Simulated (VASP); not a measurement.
Input:

```xyz
4
Lattice="2.3950 -3.6350 0.0000 2.3950 3.6350 0.0000 0.0000 0.0000 9.7900" Properties=species:S:1:pos:R:3 pbc="T T T"
I      4.0523     0.0000     8.6446
I      3.1327     0.0000     3.7496
I      1.6573     0.0000     6.0404
I      0.7377     0.0000     1.1454
```

All values below come from PBE GGA, VASP's PBE PAW potentials (set 64) (plane waves; VASP). Numerical set-up: 300 eV cut-off, 3×3×2 Γ-centred mesh, Fermi-Dirac smearing of 0.020 eV, potentials I.

Predict the energy per atom (σ→0), largest force.

The energy per atom (σ→0) comes out as -1.488 eV/atom and the largest force comes out as 0.475 eV/Å.

Only differences to runs with the same potentials and settings are physical.

The structure is a typed I crystal (Cmce). The cell was not relaxed at this level. The k-mesh is coarse (spacing up to 0.52 per Å, 2π included), so the numbers may not be converged in it.
